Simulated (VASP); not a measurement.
SbC:

```
Sb C
1.0
     3.11468    0.00000    0.00000
     0.00000    3.11468    0.00000
     0.00000    0.00000    3.11468
Sb C
1 1
Direct
  0.50000 0.50000 0.50000
  0.00000 0.00000 0.00000
```

The cell was built by a generator and needn't be a form met in nature.

```yaml
Program: VASP 6.6.1
Task: relaxation of cell and atoms
Functional: PBEsol
Potentials_or_basis: VASP PAW PBE potentials, release 64 (Sb, C)
Cutoff: 600 eV
k_mesh: 9 × 9 × 9
Occupations: fermi-dirac, width 0.05 eV
Spin: no spin polarisation
```

At the start: pressure -5.4 GPa; volume 15.11 Å³/atom.

Where does the relaxation end?

Over 3 steps the energy falls by 13.0 meV/atom and the volume is 14.36 Å³/atom (-4.9 %); space group Pm-3m (No. 221, to 0.05 Å).

Step by step:
```tsv
step	energy change (eV)	largest force (eV/Å)	pressure (GPa)	volume (Å³)
1	0.0000	0.0000	-5.37	30.22
2	-0.0201	0.0000	2.84	28.06
3	-0.0260	0.0000	0.03	28.73
```

Final structure:
```xyz
2
Lattice="3.0626 0.0000 0.0000 0.0000 3.0626 0.0000 0.0000 0.0000 3.0626" Properties=species:S:1:pos:R:3 pbc="T T T"
Sb    1.5313    1.5313    1.5313
C     0.0000    0.0000    0.0000
```

Caveat: the PAW data sets were made with another functional, which shifts forces and pressure a little.
